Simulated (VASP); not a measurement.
Data:

```xyz
1
Lattice="2.4728 0.0000 0.0000 0.0000 2.4728 0.0000 0.0000 0.0000 2.4728" Properties=species:S:1:pos:R:3 pbc="T T T"
Ru     0.0000     0.0000     0.0000
```

All values below come from r2SCAN meta-GGA, VASP's PBE PAW potentials (set 64) (plane waves; VASP). Run with 400 eV cut-off, 13×13×13 Γ-centred mesh, first-order Methfessel-Paxton smearing of 0.10 eV, potentials Ru_pv.

Energy and stress use the plane-wave basis of the starting cell.

Task: The ions, cell shape and volume are relaxed. What does this cell relax into?

Result: 
```xyz
1
Lattice="2.4921 0.0000 0.0000 0.0000 2.4921 0.0000 0.0000 0.0000 2.4921" Properties=species:S:1:pos:R:3 pbc="T T T"
Ru     0.0000     0.0000     0.0000
```
Space group Pm-3m (221), at a tolerance of 0.03 Å.

Task: How do energy and volume change from the first to the last step?

Result: The energy (σ→0) changes by -6.5 meV/atom and the volume by +2.4 %, in 3 ionic steps.

```csv
step,E(σ→0) (eV),max force (eV/Å),pressure (GPa),volume (Å³)
1,-24.2547,0.000,6.05,15.12
2,-24.2218,0.000,-12.73,16.40
3,-24.2612,0.000,-0.09,15.48
```

The structure was generated: Ru was put into the simple-cubic type (Pm-3m), which need not be its known phase. This run relaxes it. Symmetry was kept, so distortions that lower it aren't found.
